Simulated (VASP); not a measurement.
# LiSi16 (a cell with a defect) in VASP: further runs, part 2 of 3

VASP 6.6.1. Earlier steps stand in the parts before.

## Step 4: Single point, PBE

Contents of INCAR:

```
PREC = Accurate ; ENCUT = 520
EDIFF = 1E-6 ; ISMEAR = 0
SIGMA = 0.02 ; LREAL = Auto
LASPH = True ; NELM = 100
ALGO = Fast ; ISIF = 2
LWAVE = False ; LCHARG = False
GGA = PE ; NELECT = 66.0
NBANDS = 48
```

Contents of KPOINTS:

```
Automatic mesh
0
Gamma
  2 2 2
```

Contents of POSCAR:

```
LiSi16
1.0
    0.0000000000      5.4300000000      5.4300000000
    5.4300000000      0.0000000000      5.4300000000
    5.4300000000      5.4300000000      0.0000000000
Si Li
16 1
Direct
    0.0088755064      0.0088171271     -0.0269110497
    0.1187690608      0.1186699816      0.1216979742
   -0.0017537753     -0.0008156538      0.4956887661
    0.1319886740      0.1327678637      0.6016732044
   -0.0157282689      0.5059680479      0.0033448435
    0.1187898711      0.6403727440      0.1216685083
   -0.0017506446      0.5060981584      0.4956696133
    0.1180848066      0.6258656538      0.6293617864
    0.5059522099     -0.0157608656      0.0034496317
    0.6405999079      0.1187087477      0.1215072744
    0.5052402394     -0.0008245856      0.4956126151
    0.6249769797      0.1189136280      0.6294278085
    0.5059476980      0.5059051565      0.0035152855
    0.6159902394      0.6157681400      0.1519990792
    0.4913745856      0.4922418048      0.5233880295
    0.6249815838      0.6258650092      0.6294513812
    0.3125093923      0.3122709024      1.0625467772
```

Potentials or basis: VASP PAW PBE potentials, release 64 (Si, Li_sv).

Started as:

```console
$ cat potpaw_PBE.64/Si/POTCAR potpaw_PBE.64/Li_sv/POTCAR > POTCAR
$ mpirun -np 1 vasp_std > vasp.out
```

OUTCAR:

```text
PREC = Accurate
   ENCUT = 520
   EDIFF = 1E-6
   ISMEAR = 0
   LREAL = Auto
   LASPH = True
   NELM = 100
   ISIF = 2
   GGA = PE
   NELECT = 66.0

 ion  position               nearest neighbor table
   1  0.009  0.009  0.973-  10 2.32   2 2.32   6 2.32   4 2.33
   2  0.119  0.119  0.122-   1 2.32  17 2.34   3 2.35   9 2.43   5 2.43
   3  0.998  0.999  0.496-  12 2.34   8 2.34   4 2.34   2 2.35
   4  0.132  0.133  0.602-   1 2.33  11 2.34   3 2.34   7 2.34
   5  0.984  0.506  0.003-  14 2.32  17 2.34   8 2.35   6 2.43   2 2.43
   6  0.119  0.640  0.122-   1 2.32  17 2.34   7 2.35  13 2.43   5 2.43
   7  0.998  0.506  0.496-  16 2.34   8 2.34   4 2.34   6 2.35
   8  0.118  0.626  0.629-   7 2.34   3 2.34  15 2.34   5 2.35
   9  0.506  0.984  0.003-  14 2.32  17 2.34  12 2.35  10 2.43   2 2.43
  10  0.641  0.119  0.122-   1 2.32  17 2.34  11 2.35   9 2.43  13 2.43
  11  0.505  0.999  0.496-  12 2.34  16 2.34   4 2.34  10 2.35
  12  0.625  0.119  0.629-   3 2.34  11 2.34  15 2.34   9 2.35
  13  0.506  0.506  0.004-  14 2.32  17 2.34  16 2.35   6 2.43  10 2.43
  14  0.616  0.616  0.152-   5 2.32  13 2.32   9 2.32  15 2.33
  15  0.491  0.492  0.523-  14 2.33  16 2.34   8 2.34  12 2.34
  16  0.625  0.626  0.629-   7 2.34  11 2.34  15 2.34  13 2.35
  17  0.313  0.312  0.063-  13 2.34  10 2.34   9 2.34   6 2.34   2 2.34   5 2.34

  LATTYP: Found a face centered cubic cell.
 ALAT       =    10.8600000000

  Lattice vectors:

 A1 = (   0.0000000000,   5.4300000000,   5.4300000000)
 A2 = (   5.4300000000,   0.0000000000,   5.4300000000)
 A3 = (   5.4300000000,   5.4300000000,   0.0000000000)

Analysis of symmetry for initial positions (statically):
=====================================================================
 Subroutine PRICEL returns:
 Original cell was already a primitive cell.

 Routine SETGRP: Setting up the symmetry group for a
 face centered cubic supercell.

 Subroutine GETGRP returns: Found  1 space group operations
 (whereof  1 operations were pure point group operations)
 out of a pool of 48 trial point group operations.

The static configuration has the point symmetry C_1 .

Analysis of symmetry for dynamics (positions and initial velocities):
=====================================================================
 Subroutine PRICEL returns:
 Original cell was already a primitive cell.

 Routine SETGRP: Setting up the symmetry group for a
 face centered cubic supercell.

 Subroutine GETGRP returns: Found  1 space group operations
 (whereof  1 operations were pure point group operations)
 out of a pool of 48 trial point group operations.

The dynamic configuration has the point symmetry C_1 .

 Subroutine INISYM returns: Found  1 space group operations
 (whereof  1 operations are pure point group operations),
 and found     1 'primitive' translations

----------------------------------------------------------------------------------------

                                     Primitive cell

  volume of cell :     320.2060

  direct lattice vectors                    reciprocal lattice vectors
     0.000000000  5.430000000  5.430000000    -0.092081031  0.092081031  0.092081031
     5.430000000  0.000000000  5.430000000     0.092081031 -0.092081031  0.092081031
     5.430000000  5.430000000  0.000000000     0.092081031  0.092081031 -0.092081031

  length of vectors
[... 76 lines left out ...]
  0.500000  0.000000  0.500000      1.000000
   k-points           NKPTS =      8   k-points in BZ     NKDIM =      8   number of bands    NBANDS=     48
   number of dos      NEDOS =    301   number of ions     NIONS =     17
   total plane-waves  NPLWV = 216000
   dimension x,y,z NGX =    60 NGY =   60 NGZ =   60
   dimension x,y,z NGXF=   120 NGYF=  120 NGZF=  120
   ions per type =              16   1
   NGX,Y,Z   is equivalent  to a cutoff of  12.99, 12.99, 12.99 a.u.
   NGXF,Y,Z  is equivalent  to a cutoff of  25.98, 25.98, 25.98 a.u.
 SYSTEM =  unknown system
   PREC   = accura    normal or accurate (medium, high low for compatibility)
   ISTART =      0    job   : 0-new  1-cont  2-samecut
   ICHARG =      2    charge: 1-file 2-atom 10-const
   ISPIN  =      1    spin polarized calculation?
   LNONCOLLINEAR =      F non collinear calculations
   LSORBIT =      F    spin-orbit coupling
   LASPH  =      T    aspherical Exc in radial PAW
   ENCUT  =  520.0 eV  38.22 Ry    6.18 a.u.  14.28 14.28 14.28*2*pi/ulx,y,z
   NELM   =    100;   NELMIN=  2; NELMDL= -5     # of ELM steps
   EDIFF  = 0.1E-05   stopping-criterion for ELM
   LREAL  =      T    real-space projection
   EDIFFG = 0.1E-04   stopping-criterion for IOM
   NSW    =      0    number of steps for IOM
   IBRION =     -1    ionic relax: 0-MD 1-quasi-New 2-CG
   NFREE  =      0    steps in history (QN), initial steepest desc. (CG)
   ISIF   =      2    stress and relaxation
   ISYM   =      2    0-nonsym 1-usesym 2-fastsym
   POTIM  = 0.5000    time-step for ionic-motion
   TEBEG  =    0.0;   TEEND  =   0.0 temperature during run
   PSTRESS=    0.0 pullay stress
   NELECT =      66.0000    total number of electrons
   NUPDOWN=      -1.0000    fix difference up-down
   EMIN   =  10.00;   EMAX   =-10.00  energy-range for DOS
   EFERMI =   0.00;   METHOD = LEGACY
   ISMEAR =     0;   SIGMA  =   0.02  broadening in eV -4-tet -1-fermi 0-gaus
   EFERMI_NEDOS =   21; number of points for ismear=-14 and -15
   IALGO  =     68    algorithm
   IMIX   =      4    mixing-type and parameters
     AMIX     =   0.40;   BMIX     =  1.00
     AMIX_MAG =   1.60;   BMIX_MAG =  1.00
  volume/ion in A,a.u.               =      18.84       127.11
  Fermi-wavevector in a.u.,A,eV,Ry     =   0.967044  1.827449 12.723821  0.935174
  Thomas-Fermi vector in A             =   2.096897
   LORBIT       =      0    0 simple, 1 ext, 2 COOP (PROOUT), +10 PAW based schemes
   GGA     = PE    functional components
   LHFCALC =     F    Hartree Fock is set to
   AEXX    =    0.0000 exact exchange contribution
   IVDW    =     0    specifies the selected vdW correction
   LEPSILON=     F    determine dielectric tensor
   LRPA    =     F    only Hartree local field effects (RPA)
 non-spin polarized calculation
 RMM-DIIS sequential band-by-band and
 Gauss-broadening in eV      SIGMA  =   0.02
  energy-cutoff  :      520.00
  volume of cell :      320.21
 maximum number of plane-waves:      8646
 NGX is ok and might be reduce to    60
   NGX = 29   NGY = 29   NGZ = 29

 number of electron      66.0000001 magnetization

 Free energy of the ion-electron system (eV)
  ---------------------------------------------------
  ext. energy  EPLUGINS =         0.00000000
  ---------------------------------------------------
  free energy    TOTEN  =       -92.91908912 eV

  energy without entropy =      -92.91908912  energy(sigma->0) =      -92.91908912

 E-fermi :   6.1664     XC(G=0):  -9.4393

 val. band max:        6.0568003743   @ k =   0.0000   0.0000   0.0000
 cond. band min:       6.3227416776   @ k =   0.0000   0.0000   0.0000
 fundamental gap:      0.2659413033
 Fermi energy:         6.1663972613

 k-point     1 :       0.0000    0.0000    0.0000
  band No.  band energies     occupation
      1     -40.2349      2.00000
      2      -5.9075      2.00000
      3      -3.6752      2.00000
      4      -3.6051      2.00000
      5      -3.6046      2.00000
      6      -3.5596      2.00000
[... 373 lines left out ...]
     44      10.2816      0.00000
     45      10.3466      0.00000
 [bands above 45 left out]

------------------------ aborting loop because EDIFF is reached ----------------------------------------

  FORCE on cell =-STRESS in cart. coord.  units (eV):
  Direction    XX          YY          ZZ          XY          YZ          ZX
  --------------------------------------------------------------------------------------
  -------------------------------------------------------------------------------------
  Total       -0.0087702     -0.0213097     -0.0130593     -0.9824721      0.9997188      0.9653351
  in kB       -0.0438823     -0.1066248     -0.0653432     -4.9158805      5.0021760      4.8301341
  external PRESSURE =      -0.0719501 kB  Pullay stress =       0.0000000 kB

 VOLUME and BASIS-vectors are now :
 -----------------------------------------------------------------------------
  energy-cutoff  :      520.00
  volume of cell :      320.21
      direct lattice vectors                 reciprocal lattice vectors
     0.000000000  5.430000000  5.430000000    -0.092081031  0.092081031  0.092081031
     5.430000000  0.000000000  5.430000000     0.092081031 -0.092081031  0.092081031
     5.430000000  5.430000000  0.000000000     0.092081031  0.092081031 -0.092081031

 POSITION                                       TOTAL-FORCE (eV/Angst)
 -----------------------------------------------------------------------------------
      5.33175      5.33207      0.09607        -0.013994     -0.002317      0.007069
      1.30520      1.30574      1.28929        -0.004134     -0.013641      0.003474
      8.11716      8.11207     10.84605        -0.006746     -0.000411     -0.003604
      3.98801      3.98378      1.43763        -0.010378     -0.016211      0.011993
      2.76557      5.36276      8.09200         0.003688      0.008327     -0.008390
      4.13788      1.30569      4.12225         0.004752     -0.016828      0.008255
[... 9 lines left out ...]
      6.81637      6.81157      6.79210         0.007259      0.007306      0.001837
      2.03526      2.03656      3.39256         0.000713     -0.005518     -0.002972
 -----------------------------------------------------------------------------------
    total drift:                                0.001086      0.003101      0.002514

  FREE ENERGIE OF THE ION-ELECTRON SYSTEM (eV)
  ---------------------------------------------------
  free  energy   TOTEN  =       -92.9190891207 eV

  energy  without entropy=      -92.9190891207  energy(sigma->0) =      -92.91908912
```

Wall time 5.3 min (1 thread of Intel Xeon Platinum 8259CL at 2.50GHz (Skylake/Cascade Lake), shared host); peak memory 0.48 GiB.

Results:

- Free energy: -92.9191 eV
- Largest force: 0.027 eV/Å
- Band gap on the k mesh: 0.27 eV, direct

Forces on the atoms (eV/Å):
```
Si  -0.014 -0.002  0.007
Si  -0.004 -0.014  0.003
Si  -0.007  0.000 -0.004
Si  -0.010 -0.016  0.012
Si   0.004  0.008 -0.008
Si   0.005 -0.017  0.008
Si   0.001  0.000  0.007
Si   0.003 -0.004  0.000
Si  -0.008  0.009 -0.014
Si   0.001  0.000  0.000
Si  -0.011  0.005  0.011
Si   0.000  0.005 -0.003
Si   0.006  0.006  0.006
Si   0.015  0.000 -0.009
Si   0.012  0.019 -0.014
Si   0.007  0.007  0.002
Li   0.001 -0.006 -0.003
```

Levels at points of the mesh, in eV from the valence-band top:
```csv
k point,band 30,band 31,band 32,band 33,band 34,band 35,band 36,band 37
"(0.00, 0.00, 0.00)",-1.06,-0.05,0.00,0.00,0.27,0.62,0.62,0.72
"(0.50, 0.00, 0.00)",-0.84,-0.83,-0.80,-0.75,1.05,1.27,1.44,1.47
"(0.00, 0.50, 0.00)",-0.84,-0.83,-0.80,-0.75,1.05,1.27,1.44,1.47
"(0.00, 0.00, 0.50)",-0.82,-0.82,-0.73,-0.73,1.25,1.25,1.32,1.70
"(0.50, 0.50, 0.50)",-0.84,-0.83,-0.80,-0.75,1.05,1.27,1.44,1.47
"(0.50, 0.50, 0.00)",-1.43,-1.41,-1.33,-1.28,0.94,1.11,2.18,2.27
"(0.00, 0.50, 0.50)",-1.43,-1.41,-1.33,-1.28,0.94,1.11,2.19,2.27
"(0.50, 0.00, 0.50)",-1.43,-1.41,-1.33,-1.28,0.94,1.11,2.18,2.27
```

Caveat: the k mesh is coarse (spacing up to 0.50 Å⁻¹), so the values aren't converged; the cell carries a net charge on a neutralising background, which shifts energy and pressure; the cell is charged against a uniform background, so pressure and absolute levels hang on convention; the cutoff is under 1.25 times the usual one of these potentials, so pressure, stress and relaxed cells hold a basis-set (Pulay) error. PBE gaps usually lie below the measured ones, often by a third to a half.

## Step 5: Single point, PBE

Contents of INCAR:

```
ALGO = Fast
EDIFF = 1E-6
ENCUT = 520
GGA = PE
ISIF = 2
ISMEAR = 0
LASPH = True
LCHARG = False
LREAL = Auto
LWAVE = False
NBANDS = 48
NELECT = 66.0
NELM = 100
PREC = Accurate
SIGMA = 0.02
```

Contents of KPOINTS:

```
k-points
0
Gamma
  2 2 2
```

Contents of POSCAR:

```
LiSi16
1.0
    0.0000000000      5.4300000000      5.4300000000
    5.4300000000      0.0000000000      5.4300000000
    5.4300000000      5.4300000000      0.0000000000
Si Li
16 1
Direct
    0.0084895028      0.0084843462     -0.0260116022
    0.1191738490      0.1190587477      0.1201611418
   -0.0020396869     -0.0011540516      0.4958135359
    0.1314618785      0.1322101289      0.6031703499
   -0.0128895028      0.5047686924      0.0027453039
    0.1192022099      0.6409697974      0.1201346225
   -0.0020317680      0.5064512891      0.4957809392
    0.1188725599      0.6253534070      0.6294611418
    0.5048042357     -0.0129852670      0.0028022099
    0.6413315838      0.1190621547      0.1199393186
    0.5056130755     -0.0011355433      0.4957117864
    0.6245168508      0.1196857274      0.6294757827
    0.5047867403      0.5047546961      0.0028267035
    0.6165753223      0.6163795580      0.1501057090
    0.4916948435      0.4925357274      0.5223082873
    0.6245316759      0.6253782689      0.6294924494
    0.2897836096      0.2895755064      1.1305283610
```

Started as:

```console
$ cat potpaw_PBE.64/Si/POTCAR potpaw_PBE.64/Li_sv/POTCAR > POTCAR
$ mpirun -np 1 vasp_std > vasp.out
```

Run time: 6.4 min. Hardware: 1 thread of Intel Xeon Platinum 8259CL at 2.50GHz (Skylake/Cascade Lake), shared host; peak memory 0.48 GiB.

Results (log left out):

```yaml
Free_energy: -93.0920 eV
Largest_force: 0.711 eV/Å
Band_gap_on_the_k_mesh: 0.37 eV, direct
```

Forces on the atoms (eV/Å):
```
Si  -0.035 -0.010  0.031
Si  -0.038 -0.046  0.028
Si  -0.032 -0.025  0.019
Si  -0.022 -0.030  0.024
Si  -0.035  0.001  0.032
Si  -0.022 -0.051  0.041
Si  -0.019 -0.024  0.032
Si  -0.022 -0.018  0.024
Si  -0.009 -0.032  0.034
Si  -0.024 -0.042  0.021
Si  -0.037 -0.013  0.037
Si  -0.015 -0.021  0.020
Si  -0.036 -0.031  0.013
Si  -0.023 -0.033  0.020
Si  -0.020 -0.015  0.021
Si  -0.020 -0.021  0.014
Li   0.409  0.411 -0.412
```

Levels at points of the mesh, in eV from the valence-band top:
| k point | band 29 | band 30 | band 31 | band 32 | band 33 | band 34 | band 35 | band 36 | band 37 | band 38 |
| --- | --- | --- | --- | --- | --- | --- | --- | --- | --- | --- |
| (0.00, 0.00, 0.00) | -1.18 | -1.07 | -0.06 | 0.00 | 0.00 | 0.37 | 0.63 | 0.63 | 0.72 | 0.72 |
| (0.50, 0.00, 0.00) | -2.13 | -0.84 | -0.83 | -0.78 | -0.74 | 1.12 | 1.26 | 1.47 | 1.47 | 1.56 |
| (0.00, 0.50, 0.00) | -2.13 | -0.84 | -0.83 | -0.78 | -0.74 | 1.12 | 1.26 | 1.46 | 1.47 | 1.56 |
| (0.00, 0.00, 0.50) | -2.03 | -0.82 | -0.81 | -0.73 | -0.73 | 1.26 | 1.26 | 1.30 | 1.69 | 1.69 |
| (0.50, 0.50, 0.50) | -2.13 | -0.84 | -0.83 | -0.78 | -0.74 | 1.12 | 1.26 | 1.46 | 1.47 | 1.56 |
| (0.50, 0.50, 0.00) | -1.86 | -1.42 | -1.40 | -1.33 | -1.28 | 0.98 | 1.11 | 2.18 | 2.27 | 2.39 |
| (0.00, 0.50, 0.50) | -1.86 | -1.42 | -1.40 | -1.33 | -1.28 | 0.98 | 1.11 | 2.18 | 2.27 | 2.39 |
| (0.50, 0.00, 0.50) | -1.86 | -1.42 | -1.40 | -1.33 | -1.28 | 0.98 | 1.11 | 2.18 | 2.27 | 2.39 |

Caveat: the k mesh is coarse (spacing up to 0.50 Å⁻¹), so the values aren't converged; the cell carries a net charge on a neutralising background, which shifts energy and pressure; the cell is charged against a uniform background, so pressure and absolute levels hang on convention; the cutoff is under 1.25 times the usual one of these potentials, so pressure, stress and relaxed cells hold a basis-set (Pulay) error.

[end of part 2 of 3]
